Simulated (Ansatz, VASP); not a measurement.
## ZnCdSO in two plane-wave programs

One calculation is typed for both programs; each brings its own data sets and cutoff. How far apart do they land? The cell is invented: As first built, before any earlier steps moved the atoms (in the runner's words): it takes the ZnCdSeS structure with some of its atoms replaced by other elements, volume scaled by an estimate. It may not be a known or stable phase. The cell is taken from a series of VASP runs on this material, whose earlier steps may have relaxed, scaled or displaced it; both programs get it as it stands.

Main program and level: Ansatz 0.2.0; plane waves, with VASP 6.6.1 beside it; relaxation of cell and atoms at r2SCAN.

## Step 1: Starting point

It takes space group P3m1 (No. 156, trigonal). Conventional cell: a = 3.737 Å, b = 3.737 Å, c = 5.951 Å, α = 90.00°, β = 90.00°, γ = 120.00°. Nearest to Cd lie 3 O at 2.25 Å and 1 S at 2.55 Å. Nearest to Zn lie 1 O at 1.96 Å and 3 S at 2.30 Å. S has 3 Zn at 2.30 Å and 1 Cd at 2.55 Å nearest. O has 1 Zn at 1.96 Å and 3 Cd at 2.25 Å nearest. As first built, before any earlier steps moved the atoms (in the runner's words): sites of the ZnCdSeS structure (space group 156) filled with other elements, volume scaled by an estimate. Farther neighbours and most contacts between anions are not listed.

## Step 2: VASP: relaxation of cell and atoms, r2SCAN

The relaxed volume is the usual yardstick between codes: its relative difference is about their pressure difference at one cell divided by the bulk modulus.

Lines of VASP's logs that name or quote its potential files are left out, and so is its time.

Input file INCAR:

```
SYSTEM = ZnCdSO
PREC = Accurate
ENCUT = 520
EDIFF = 1E-06
NELM = 100
ISMEAR = 0
SIGMA = 0.05
LREAL = .FALSE.
ALGO = Normal
METAGGA = R2SCAN
LASPH = .TRUE.
NBANDS = 24
LORBIT = 11
LWAVE = .FALSE.
LCHARG = .FALSE.
KPAR = 2
IBRION = 2
NSW = 60
ISIF = 3
EDIFFG = -0.01
```

Input file POSCAR:

```
ZnCdSO
1.0
    3.7365930022      0.0000000000      0.0000000000
   -1.8682965011      3.2359847172      0.0000000000
    0.0000000000      0.0000000000      5.9507928782
Cd Zn S O
1 1 1 1
Direct
    0.0000000000      0.0000000000      0.4664489276
    0.3333333300      0.6666666700      0.0305405338
    0.0000000000      0.0000000000      0.8949961612
    0.3333333300      0.6666666700      0.3600143774
```

Input file KPOINTS:

```
Automatic mesh
0
Gamma
7 7 4
0 0 0
```

Potentials, in the order of the species: Cd, Zn, S and O (PBE family, release 64).

Command:

```
> mpirun -np 2 vasp_std
```

Numbers of over 12 decimals in the logs are rounded to 6 here.

Log:

```text
[banner, memory and clock lines left out]
running    2 mpi-ranks, on    1 nodes
 distrk:  each k-point on    1 cores,    2 groups
 distr:  one band on    1 cores,    1 groups

 POSCAR found type information on POSCAR CdZnS O
 POSCAR found :  4 types and       4 ions
|                                                                             |
|               ----> ADVICE to this user running VASP <----                  |
|                                                                             |
|     You enforced a specific xc type in the INCAR file but a different       |
|     [... a line on the potential file left out ...]
|     I HOPE YOU KNOW WHAT YOU ARE DOING!                                     |
|                                                                             |

 LDA part: xc-table for (None), standard interpolation
 POSCAR, INCAR and KPOINTS ok, starting setup
 FFT: planning ... GRIDC
 FFT: planning ... GRID_SOFT
 FFT: planning ... GRID
 WAVECAR not read
 entering main loop
       N       E                     dE             d eps       ncg     rms          rms(c)
DAV:   1     0.242938218318E+03    0.24294E+03   -0.18096E+04  1344   0.171E+03
DAV:   2    -0.350242497796E+02   -0.27796E+03   -0.26529E+03  1488   0.402E+02
DAV:   3    -0.577251040557E+02   -0.22701E+02   -0.22543E+02  1656   0.119E+02
DAV:   4    -0.580453318726E+02   -0.32023E+00   -0.32009E+00  1464   0.148E+01
DAV:   5    -0.580489284725E+02   -0.35966E-02   -0.35965E-02  1696   0.149E+00    0.125E+01
DAV:   6    -0.471318307949E+02    0.10917E+02   -0.78290E+00  1744   0.619E+01    0.115E+01
DAV:   7    -0.473992752791E+02   -0.26744E+00   -0.34890E+00  1344   0.160E+01    0.741E+00
DAV:   8    -0.474885317781E+02   -0.89256E-01   -0.11297E+00  1744   0.998E+00    0.306E+00
DAV:   9    -0.473996335149E+02    0.88898E-01   -0.38073E-01  1536   0.592E+00    0.109E+00
DAV:  10    -0.473985023727E+02    0.11311E-02   -0.12493E-01  1424   0.305E+00    0.500E-01
DAV:  11    -0.473956963651E+02    0.28060E-02   -0.13585E-02  1608   0.970E-01    0.171E-01
DAV:  12    -0.473958446055E+02   -0.14824E-03   -0.25677E-03  1408   0.365E-01    0.788E-02
DAV:  13    -0.473959725195E+02   -0.12791E-03   -0.21119E-04  1816   0.153E-01    0.684E-02
DAV:  14    -0.473958976590E+02    0.74861E-04   -0.28607E-04  1704   0.136E-01    0.221E-02
DAV:  15    -0.473958952410E+02    0.24181E-05   -0.34292E-05  1384   0.422E-02    0.663E-03
DAV:  16    -0.473958962298E+02   -0.98886E-06   -0.12514E-06  1104   0.132E-02
   1 F= -.47395896E+02 E0= -.47395896E+02  d E =-.473959E+02
[...]
2 F= -.47396145E+02 E0= -.47396145E+02  d E =-.248425E-03
[...]
3 F= -.47396171E+02 E0= -.47396171E+02  d E =-.274478E-03
[...]
4 F= -.47396180E+02 E0= -.47396180E+02  d E =-.283773E-03
[...]
5 F= -.47396180E+02 E0= -.47396180E+02  d E =-.284084E-03
 curvature:  -0.31 expect dE=-0.483E-04 dE for cont linesearch -0.114E-06
 trial: gam= 0.42515 g(F)=  0.457E-04 g(S)=  0.111E-03 ort = 0.113E-04 (trialstep = 0.109E+01)
 search vector abs. value=  0.229E-03
 bond charge predicted
       N       E                     dE             d eps       ncg     rms          rms(c)
DAV:   1    -0.473971237045E+02   -0.94334E-03   -0.87043E-02  1344   0.268E+00    0.263E-01
DAV:   2    -0.473963345708E+02    0.78913E-03   -0.48850E-03  1648   0.114E+00    0.897E-02
DAV:   3    -0.473962555303E+02    0.79040E-04   -0.25573E-04  1504   0.187E-01    0.670E-02
DAV:   4    -0.473962361064E+02    0.19424E-04   -0.38706E-05  1704   0.511E-02    0.349E-02
DAV:   5    -0.473962339812E+02    0.21252E-05   -0.52196E-06  1784   0.336E-02    0.554E-03
DAV:   6    -0.473962345373E+02   -0.55612E-06   -0.20574E-06  1048   0.170E-02
   6 F= -.47396235E+02 E0= -.47396235E+02  d E =-.542238E-04
 trial-energy change:   -0.000054  1 .order   -0.000086   -0.000176    0.000005
 step:   0.8926(harm=  1.0614)  dis= 0.00140  next Energy=   -47.396235 (dE=-0.548E-04)
 reached required accuracy - stopping structural energy minimisation
```

From OUTCAR (step 2):

```text
ion  position               nearest neighbor table
   1  0.000  0.000  0.466-   4 2.25   4 2.25   4 2.25   3 2.55   2 3.37   2 3.37   2 3.37
   2  0.333  0.667  0.031-   4 1.96   3 2.30   3 2.30   3 2.30   1 3.37   1 3.37   1 3.37
   3  0.000  0.000  0.895-   2 2.30   2 2.30   2 2.30   1 2.55
   4  0.333  0.667  0.360-   2 1.96   1 2.25   1 2.25   1 2.25

  LATTYP: Found a hexagonal cell.
 ALAT       =     3.7365930022
 C/A-ratio  =     1.5925718628

 Subroutine GETGRP returns: Found  6 space group operations
 (whereof  6 operations were pure point group operations)

The static configuration has the point symmetry C_3v.

 Found     28 irreducible k-points:

   k-points           NKPTS =     28   k-points in BZ     NKDIM =     28   number of bands    NBANDS=     24

   dimension x,y,z NGX =    28 NGY =   28 NGZ =   48
   dimension x,y,z NGXF=    56 NGYF=   56 NGZF=   96

   ENCUT  =  520.0 eV  38.22 Ry    6.18 a.u.   6.95  6.95 11.06*2*pi/ulx,y,z

   NELECT =      36.0000    total number of electrons

 k-points in reciprocal lattice and weights: Automatic mesh
   0.00000000  0.00000000  0.00000000       0.005
   0.14285714  0.00000000  0.00000000       0.031
   0.28571429  0.00000000  0.00000000       0.031
   0.42857143  0.00000000  0.00000000       0.031
   0.14285714  0.14285714  0.00000000       0.031
   0.28571429  0.14285714  0.00000000       0.061
   0.42857143  0.14285714  0.00000000       0.031
   0.28571429  0.28571429  0.00000000       0.031
   0.00000000  0.00000000  0.25000000       0.010
[...]
0.42857143  0.14285714  0.50000000       0.031
   0.28571429  0.28571429  0.50000000       0.031

 average (electrostatic) potential at core
       1 -44.2920       2 -41.9351       3 -92.0658       4 -76.4662

 E-fermi :   1.5757

 k-point     1 :       0.0000    0.0000    0.0000
  band No.  band energies     occupation
    ...
     14       0.0187      2.00000
     15       0.0187      2.00000
     16       0.7935      2.00000
     17       1.2929      2.00000
     18       1.2930      2.00000
     19       1.9126      0.00000
     20       5.6992      0.00000
     21       9.1533      0.00000
     22       9.1534      0.00000
     23       9.6684      0.00000
    ...

 k-point     2 :       0.1429    0.0000    0.0000
  band No.  band energies     occupation
    ...
     14      -0.6576      2.00000
     15      -0.1959      2.00000
     16       0.2292      2.00000
     17       0.6836      2.00000
     18       1.0888      2.00000
     19       2.7855      0.00000
     20       6.5622      0.00000
     21       8.6159      0.00000
     22       9.4512      0.00000
     23       9.7277      0.00000
    ...

 k-point     3 :       0.2857    0.0000    0.0000
  band No.  band energies     occupation
    ...
     14      -1.8897      2.00000
     15      -1.0634      2.00000
     16      -0.6798      2.00000
     17       0.2981      2.00000
     18       0.6844      2.00000
     19       4.1476      0.00000
     20       6.6665      0.00000
     21       8.0178      0.00000
     22       9.1771      0.00000
     23      10.5686      0.00000
    ...

  Total       -0.0045272     -0.0045272     -0.0201591      0.0000000      0.0000000      0.0000000
  in kB       -0.1007846     -0.1007847     -0.4487815      0.0000000      0.0000000      0.0000000
  external PRESSURE =      -0.2167836 kB  Pullay stress =       0.0000000 kB

  energy-cutoff  :      520.00
  volume of cell :       71.97
      direct lattice vectors                 reciprocal lattice vectors
     3.735571301  0.000000000  0.000000000     0.267696671  0.154554733 -0.000000000
    -1.867785650  3.235099898  0.000000000    -0.000000000  0.309109465 -0.000000000
    -0.000000000  0.000000000  5.955277318    -0.000000000 -0.000000000  0.167918293

 POSITION                                       TOTAL-FORCE (eV/Angst)
 -----------------------------------------------------------------------------------
     -0.00000      0.00000      2.77176         0.000000     -0.000000     -0.000863
     -0.00000      2.15673      0.18745         0.000000      0.000000      0.000177
     -0.00000      0.00000      5.32959         0.000000     -0.000000     -0.007882
     -0.00000      2.15673      2.14484        -0.000000      0.000000      0.008568
 -----------------------------------------------------------------------------------
    total drift:                                0.000008     -0.000014      0.049287

  FREE ENERGIE OF THE ION-ELECTRON SYSTEM (eV)
  ---------------------------------------------------
  free  energy   TOTEN  =       -47.3962345373 eV

  energy  without entropy=      -47.3962345373  energy(sigma->0) =      -47.39623454

 reached required accuracy - stopping structural energy minimisation

 total charge
# of ion       s       p       d       tot
------------------------------------------
    1        0.342   0.261   9.627  10.229
    2        0.501   0.514   9.851  10.866
    3        1.306   2.473   0.000   3.780
    4        1.561   3.413   0.000   4.973
--------------------------------------------------
tot          3.710   6.660  19.477  29.848

[... 3 further parts left out ...]
```

CONTCAR:

```
ZnCdSO
   1.00000000000000
     3.7355713009133229    0.0000000000000000    0.0000000000000000
    -1.8677856504566615    3.2350998977218985    0.0000000000000000
    -0.0000000000000000    0.0000000000000000    5.9552773175600624
  Cd              Zn              S               O
     1     1     1     1
Direct
     0.0000000000000000    0.0000000000000000    0.4654295486876350
     0.3333333300000021    0.6666666699999979    0.0314759405903337
     0.0000000000000000    0.0000000000000000    0.8949359675655132
     0.3333333300000021    0.6666666699999979    0.3601585431565136
```

The gap is read on the k-mesh alone, so it is an upper bound where the band edges lie off the mesh. The PAW data sets were made with PBE, which is usual practice but a small mismatch for other functionals. The run keeps the 6 symmetry operations of its start, so it cannot find a distortion of lower symmetry.

(Continued in part 2 of 2.)

[Lines on the potential files, build, host, timing and source positions are cut from VASP's logs without a mark.]

[Logs are printed without paths, hosts, clocks, repeated set-up lines and the standing remarks that a program may print on its own settings, such as how far it seeks lower states.]

[Hosts, paths, dates, database ids (printed as entryN), source tags and the programs' standing remarks are cut or masked in the printed files.]
